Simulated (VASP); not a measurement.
Input of a VASP 6.6.1 run:

Contents of INCAR:

```
PREC = Accurate
ENCUT = 600
EDIFF = 1E-6
ISMEAR = 0
SIGMA = 0.03
LREAL = F
LASPH = T
NELM = 80
ALGO = Normal
ISIF = 3
LWAVE = F
LCHARG = F
GGA = PE
IVDW = 12
IBRION = 2
NSW = 90
EDIFFG = -0.01
LATTICE_CONSTRAINTS = .TRUE. .TRUE. .FALSE.
KPAR = 4
```

The input KPOINTS:

```
Automatic mesh
0
Gamma
  10 8 1
```

File POSCAR:

```
P
1.0
    3.3164000000      0.0000000000      0.0000000000
    0.0000000000      4.3793000000      0.0000000000
    0.0000000000      0.0000000000     25.3727681600
P
8
Direct
    0.0000000000      0.5806800000      0.3547110000
    0.5000000000      0.9193200000      0.3547110000
    0.5000000000      0.0806800000      0.4386895500
    0.0000000000      0.4193200000      0.4386895500
    0.5000000000      0.5806800000      0.5613104500
    0.0000000000      0.9193200000      0.5613104500
    0.0000000000      0.0806800000      0.6452890000
    0.5000000000      0.4193200000      0.6452890000
```

Potentials or basis: VASP PAW PBE potentials, release 64 (P).

Run with:

```console
$ cat potpaw_PBE.64/P/POTCAR > POTCAR
$ mpirun -np 4 vasp_std > vasp.out
```

Problem. Estimate the relaxed cell.

Solution. a = 3.302 Å, b = 4.328 Å, c = 25.373 Å, α = 90.00°, β = 90.00°, γ = 90.00°.

Problem. Predict the dispersion energy per atom.

Solution. -0.316 eV.

Problem. Estimate the space group after relaxing (to 0.05 Å).

Solution. Pbcm (No. 57).

Problem. Predict the band gap on the k mesh.

Solution. 0.14 eV, direct.

Forces on the atoms (eV/Å):
```
P    0.000  0.003 -0.005
P    0.000 -0.003 -0.005
P    0.000 -0.002  0.006
P    0.000  0.002  0.006
P    0.000 -0.002 -0.006
P    0.000  0.002 -0.006
P    0.000  0.003  0.005
P    0.000 -0.003  0.005
```

A hybrid or GW would open this gap; PBE tends to underestimate it.
